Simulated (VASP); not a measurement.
Data:

```
CELL_PARAMETERS angstrom
     -1.56270     1.56270     1.56270
      1.56270    -1.56270     1.56270
      1.56270     1.56270    -1.56270
ATOMIC_POSITIONS crystal
  W  0.00000 0.00000 0.00000
```

These are PBEsol GGA, VASP's PBE PAW potentials (set 64) (plane waves; VASP) values and carry that method's errors. Numerical set-up: 500 eV cut-off, 16×16×16 Γ-centred mesh, first-order Methfessel-Paxton smearing of 0.10 eV, potentials W_sv.

Energy and stress use the plane-wave basis of the starting cell.

Task: The ions, cell shape and volume at an external pressure of 20.0 GPa are relaxed. Give the cell that the relaxation ends in.

Result: 
```
CELL_PARAMETERS angstrom
     -1.54931     1.54931     1.54931
      1.54931    -1.54931     1.54931
      1.54931     1.54931    -1.54931
ATOMIC_POSITIONS crystal
  W  0.00000 0.00000 0.00000
```
Space group Im-3m (229), at a tolerance of 0.03 Å.

Task: How do energy and volume change from the first to the last step?

Result: The energy (σ→0) changes by +35.9 meV/atom and the volume by -2.5 %, in 4 ionic steps.

```csv
step,E(σ→0) (eV),max force (eV/Å),pressure (GPa),volume (Å³)
1,-13.7944,0.000,9.87,15.26
2,-13.2696,0.000,80.61,13.23
3,-13.7613,0.000,19.30,14.90
4,-13.7585,0.000,19.93,14.88
```

The compound is W in the bcc structure. This run relaxes it under an external pressure of 20 GPa. Symmetry was kept, so distortions that lower it aren't found.
